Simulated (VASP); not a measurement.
Data:

```
CELL_PARAMETERS angstrom
      0.00000     2.39679     2.39679
      2.39679     0.00000     2.39679
      2.39679     2.39679     0.00000
ATOMIC_POSITIONS crystal
  Pt 0.00000 0.00000 0.00000
  B  0.25000 0.25000 0.25000
```

All values below come from PBE GGA, VASP's PBE PAW potentials (set 64) (plane waves; VASP). Settings: 520 eV cut-off, Gaussian smearing of 0.050 eV, potentials Pt B.

### Question
Give the energies of bands 2 to 9 at the high-symmetry points, in eV from the Fermi level.

### Answer

```csv
band,Γ,X,U,L,W
2,-5.78,-6.79,-6.12,-5.29,-5.76
3,-5.78,-3.46,-4.03,-5.29,-4.48
4,-5.78,-3.46,-4.03,-4.64,-4.47
5,-3.19,-2.55,-2.90,-2.74,-3.01
6,-3.19,-2.45,-2.90,-2.74,-1.61
7,7.29,-0.75,-0.45,-1.50,-0.96
8,7.47,1.16,1.13,4.67,0.69
9,7.47,1.16,2.62,4.67,2.53
```

It has no gap at this level: it comes out as a metal or semimetal.

The structure was generated: PtB was put into the zinc blende type (F-43m), which need not be its known phase. It was relaxed first, which changed the volume by -16 %. The electron count is odd and the run is not spin-polarised, which forces a metal.
